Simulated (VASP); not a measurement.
**ZrP (relaxed from the wurtzite structure, space group P6_3/mmc): computed properties**

Computed with PBEsol GGA, VASP's PBE PAW potentials (set 64) (plane waves; VASP).

For ZrP, the space group is P6_3/mmc (194) and the cell is a = b = 4.4394 Å, c = 5.1268 Å, α = β = 90.00°, γ = 120.00°. The volume per atom is 21.88 Å³/atom. The band gap (over mesh and band path) is none (metal, semimetal or under 0.01 eV) and the density is 4.64 g/cm³.

ZrP is taken in the hexagonal space group P6₃/mmc (No. 194), Pearson symbol hP4. Cell: a = b = 4.4394 Å, c = 5.1268 Å, α = β = 90.00°, γ = 120.00°. Zr on 2d is coordinated by 5 P at 2.563 Å (trigonal bipyramidal). P on 2c is coordinated by 5 Zr at 2.563 Å (trigonal bipyramidal). (Neighbours: up to the widest gap in distance over summed covalent radii, below 1.35, at either atom; cation-cation and far metal-metal contacts left out.)

The structure was generated: ZrP was put into the wurtzite type (P6_3mc), which need not be its known phase. It was relaxed first, which changed the volume by -37 %. The relaxed cell has space group P6_3/mmc. Symmetry was kept, so distortions that lower it aren't found.
